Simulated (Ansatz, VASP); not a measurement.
# Cross-check of Al39Cu2 (Al(100) film, 6 layers, cover Cu) between VASP and Ansatz, part 2 of 2

One calculation is typed for both programs; each brings its own data sets. How far apart do they land? The structure shown is the start of the Ansatz relaxation below; VASP solves that cell, so the two are compared at the walk's first step.

VASP 6.6.1 and Ansatz 0.2.0.

So far: The structure; Ansatz: relaxation, PBE.

### Step 3. VASP: single point, PBE, start cell

Level of this step: PBE; plane waves and PAW (Al, Cu) (VASP).

The same cell, functional, mesh and smearing now go to VASP, with its own data sets.

Lines of VASP's logs that name or quote its potential files are left out, and so is its time.

INCAR reads:

```
SYSTEM = Al39Cu2
PREC = Accurate
ENCUT = 520
EDIFF = 1E-06
NELM = 120
ISMEAR = -1
SIGMA = 0.1
LREAL = Auto
ALGO = Normal
GGA = PE
NBANDS = 200
LASPH = .TRUE.
LORBIT = 11
LWAVE = .FALSE.
LCHARG = .FALSE.
ISIF = 2
GGA_COMPAT = .FALSE.
KPAR = 4
```

POSCAR reads:

```
Al39Cu2
1.0
   23.1439100000      0.0000000000      0.0000000000
    0.0000000000      2.8623470370      0.0000000000
    0.0000000000      0.0000000000     37.2105114815
Al Cu
78 4
Direct
    0.1944355988      0.0000000000      0.9999999935
    0.2818877623      0.5000000000      0.0384615380
    0.3693399257      0.0000000000      0.9999999935
    0.4567920892      0.5000000000      0.0384615380
    0.5442442526      0.0000000000      0.9999999935
    0.6316964160      0.5000000000      0.0384615380
    0.1944355988      0.0000000000      0.0769230759
    0.2818877623      0.5000000000      0.1153846138
    0.3693399257      0.0000000000      0.0769230759
    0.4567920892      0.5000000000      0.1153846138
    0.5442442526      0.0000000000      0.0769230759
    0.6316964160      0.5000000000      0.1153846138
    0.1944355988      0.0000000000      0.1538461519
    0.2818877623      0.5000000000      0.1923076898
    0.3693399257      0.0000000000      0.1538461519
    0.4567920892      0.5000000000      0.1923076898
    0.5442442526      0.0000000000      0.1538461519
    0.6316964160      0.5000000000      0.1923076898
    0.1944355988      0.0000000000      0.2307692278
    0.2818877623      0.5000000000      0.2692307658
    0.3693399257      0.0000000000      0.2307692278
    0.4567920892      0.5000000000      0.2692307658
    0.5442442526      0.0000000000      0.2307692278
    0.6316964160      0.5000000000      0.2692307658
    0.1944355988      0.0000000000      0.3076923037
    0.2818877623      0.5000000000      0.3461538417
    0.3693399257      0.0000000000      0.3076923037
    0.4567920892      0.5000000000      0.3461538417
    0.5442442526      0.0000000000      0.3076923037
    0.6316964160      0.5000000000      0.3461538417
    0.1944355988      0.0000000000      0.3846153796
    0.2818877623      0.5000000000      0.4230769176
    0.3693399257      0.0000000000      0.3846153796
    0.4567920892      0.5000000000      0.4230769176
    0.5442442526      0.0000000000      0.3846153796
    0.6316964160      0.5000000000      0.4230769176
    0.1944355988      0.0000000000      0.4615384556
    0.2818877623      0.5000000000      0.4999999935
    0.3693399257      0.0000000000      0.4615384556
    0.4567920892      0.5000000000      0.4999999935
    0.5442442526      0.0000000000      0.4615384556
    0.6316964160      0.5000000000      0.4999999935
    0.1944355988      0.0000000000      0.5384615315
    0.2818877623      0.5000000000      0.5769230695
    0.3693399257      0.0000000000      0.5384615315
    0.4567920892      0.5000000000      0.5769230695
    0.5442442526      0.0000000000      0.5384615315
    0.6316964160      0.5000000000      0.5769230695
    0.1944355988      0.0000000000      0.6153846074
    0.2818877623      0.5000000000      0.6538461454
    0.3693399257      0.0000000000      0.6153846074
    0.4567920892      0.5000000000      0.6538461454
    0.5442442526      0.0000000000      0.6153846074
    0.6316964160      0.5000000000      0.6538461454
    0.1944355988      0.0000000000      0.6923076833
    0.2818877623      0.5000000000      0.7307692213
    0.3693399257      0.0000000000      0.6923076833
    0.4567920892      0.5000000000      0.7307692213
    0.5442442526      0.0000000000      0.6923076833
    0.6316964160      0.5000000000      0.7307692213
    0.1944355988      0.0000000000      0.7692307593
    0.2818877623      0.5000000000      0.8076922972
    0.3693399257      0.0000000000      0.7692307593
    0.4567920892      0.5000000000      0.8076922972
    0.5442442526      0.0000000000      0.7692307593
    0.6316964160      0.5000000000      0.8076922972
    0.1944355988      0.0000000000      0.8461538352
    0.2818877623      0.5000000000      0.8846153732
    0.3693399257      0.0000000000      0.8461538352
    0.4567920892      0.5000000000      0.8846153732
    0.5442442526      0.0000000000      0.8461538352
    0.6316964160      0.5000000000      0.8846153732
    0.1944355988      0.0000000000      0.9230769111
    0.2818877623      0.5000000000      0.9615384490
    0.3693399257      0.0000000000      0.9230769111
    0.4567920892      0.5000000000      0.9615384490
    0.5442442526      0.0000000000      0.9230769111
    0.6316964160      0.5000000000      0.9615384490
    0.7095132154      0.0000000000      0.3846153796
    0.7095132154      0.0000000000      0.4615384556
    0.7095132154      0.0000000000      0.5384615315
    0.7095132154      0.0000000000      0.6153846074
```

KPOINTS reads:

```
Automatic mesh
0
Gamma
1 8 1
0 0 0
```

PAW data sets: Al and Cu (PBE family, release 64).

On the command line:

```console
mpirun -np 8 vasp_std
```

Numbers of over 12 decimals in the logs are rounded to 6 here.

Output:

```text
[banner, memory and clock lines left out]
running    8 mpi-ranks, on    1 nodes
[...]
|                                                                             |
|           W    W    AA    RRRRR   N    N  II  N    N   GGGG   !!!           |
|           W    W   A  A   R    R  NN   N  II  NN   N  G    G  !!!           |
|           W    W  A    A  R    R  N N  N  II  N N  N  G       !!!           |
|           W WW W  AAAAAA  RRRRR   N  N N  II  N  N N  G  GGG   !            |
|           WW  WW  A    A  R   R   N   NN  II  N   NN  G    G                |
|           W    W  A    A  R    R  N    N  II  N    N   GGGG   !!!           |
|                                                                             |
|     For optimal performance we recommend to set                             |
|       NCORE = 2 up to number-of-cores-per-socket                            |
|     NCORE specifies how many cores store one orbital (NPAR=cpu/NCORE).      |
|     This setting can greatly improve the performance of VASP for DFT.       |
|     The default, NCORE=1 might be grossly inefficient on modern             |
|     multi-core architectures or massively parallel machines. Do your        |
|     Unfortunately you need to use the default for GW and RPA                |
|     calculations (for HF NCORE is supported but not extensively tested      |
|     yet).                                                                   |
|                                                                             |

 LDA part: xc-table for (Slater+PW92), standard interpolation
 POSCAR, INCAR and KPOINTS ok, starting setup
[...]
entering main loop
       N       E                     dE             d eps       ncg     rms          rms(c)
DAV:   1     0.110746847853E+04    0.11075E+04   -0.89368E+04  2016   0.108E+03
DAV:   2    -0.182055477647E+03   -0.12895E+04   -0.11893E+04  2136   0.199E+02
DAV:   3    -0.313759986081E+03   -0.13170E+03   -0.11806E+03  2992   0.705E+01
DAV:   4    -0.322816210673E+03   -0.90562E+01   -0.86145E+01  3200   0.194E+01
[...]
DAV:  38    -0.294343256446E+03   -0.64857E-05   -0.78051E-07  1616   0.187E-03    0.214E-03
DAV:  39    -0.294343258113E+03   -0.16673E-05   -0.44183E-07  1440   0.565E-03    0.572E-04
DAV:  40    -0.294343258414E+03   -0.30081E-06   -0.17282E-07  1392   0.960E-04
   1 F= -.29434326E+03 E0= -.29373925E+03  d E =-.120801E+01
```

From OUTCAR (step 3):

```text
  FREE ENERGIE OF THE ION-ELECTRON SYSTEM (eV)
  ---------------------------------------------------
  free  energy   TOTEN  =      -294.3432584139 eV

  energy  without entropy=     -293.1352454866  energy(sigma->0) =     -293.73925195

[... 1 further part left out ...]
```

### Step 4. Side by side

Known differences besides the potentials themselves: the data sets hold 310 valence electrons in Ansatz (on its PAW soft_1 files) and 278 in VASP; the cutoff is 420 eV in Ansatz and 520 eV in VASP (PREC = Accurate, projectors in real space). Total energies have different zeros and are not compared.

Forces on 7 of the 82 atoms, those with the largest forces and the largest differences (eV/Å; atoms numbered as in POSCAR):

```tsv
atom	Ansatz x, y, z	VASP x, y, z
Al36	0.719, 0.000, 0.090	0.696, 0.000, 0.088
Al42	0.742, 0.000, 0.000	0.726, 0.000, 0.000
Al48	0.719, 0.000, -0.090	0.696, 0.000, -0.088
Cu79	-0.941, 0.000, 0.334	-0.919, 0.000, 0.324
Cu80	-0.777, 0.000, -0.002	-0.755, 0.000, -0.003
Cu81	-0.777, 0.000, 0.002	-0.755, 0.000, 0.003
Cu82	-0.941, 0.000, -0.334	-0.919, 0.000, -0.324
```

The forces differ by 4.2 meV/Å r.m.s., which is 2.8 % of the r.m.s. force of 0.151 eV/Å (both taken over all components). Where the cell holds vacuum, a pressure given here is an average over it and none of the material.

### Step 5. What came out

| Property | Result |
| --- | --- |
| r.m.s. force difference (single point, PBE, start cell) | 4.2 meV/Å |

**Reading.** The r.m.s. force difference is 4.2 meV/Å (single point, PBE, start cell), within the 12 meV/Å picked in this series as the mark of a large difference. The data sets hold unlike numbers of valence electrons (310 in Ansatz and 278 in VASP), so part of the differences may come from the potentials. VASP runs on this material, other cells and data sets included, that failed, so that no pair exists: single point, PBE (timeout). How closely two codes agree says nothing of how well the functional describes the real material.

[Lines on the potential files, build, host, timing and source positions are cut from VASP's logs without a mark.]

[Logs are printed without paths, hosts, clocks, repeated set-up lines and the standing remarks that a program may print on its own settings, such as how far it seeks lower states.]

[Hosts, paths, dates, database ids (printed as entryN), source tags and the programs' standing remarks are cut or masked in the printed files.]
